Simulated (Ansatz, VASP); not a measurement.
**NaCu3H4 in VASP and in Ansatz**

```
CELL_PARAMETERS angstrom
4.22264 0.00000 0.00000
0.00000 4.22264 0.00000
0.00000 0.00000 4.22264
ATOMIC_POSITIONS crystal
Na 0.00000 0.00000 0.00000
Cu 0.00000 0.50000 0.50000
Cu 0.50000 0.50000 0.00000
Cu 0.50000 0.00000 0.50000
H 0.70771 0.70771 0.29229
H 0.70771 0.29229 0.70771
H 0.29229 0.70771 0.70771
H 0.29229 0.29229 0.29229
```

Change from the starting cell: species swapped into the Zn3CdSe4 type (P-43m, No. 215).

Alike in both runs: functional PBE; k mesh 8 × 8 × 8; occupations gaussian, width 0.01 eV; no spin polarisation.

Ansatz relaxed the structure, and its values are those at the end. VASP's run is a single point on that final structure, the one shown.

|  | VASP | Ansatz |
| --- | --- | --- |
| version | VASP 6.6.1 | Ansatz 0.2.0 |
| potentials or method | VASP PAW PBE potentials, release 64 (Na_pv, Cu, H) | scalar-relativistic, plane waves, PAW |
| plane-wave cutoff (eV) | 520 | 420 |
| valence electrons in the cell | 44 | 70 |

```tsv
	VASP	Ansatz	Ansatz less VASP
gap on the k mesh at the Fermi level (eV)	0.26	0.24	-0.027
least direct gap on the mesh (eV)	1.46	1.43	-0.029
pressure (GPa)	0.2	0.0	-0.20
rms of the force components (eV/Å)	0.004	0.000	-0.0036
```

The functional is the same, so the differences come from potentials, cutoffs and numerics. The two sets of potentials don't hold the same shells in valence.

A k mesh can miss the band edges.
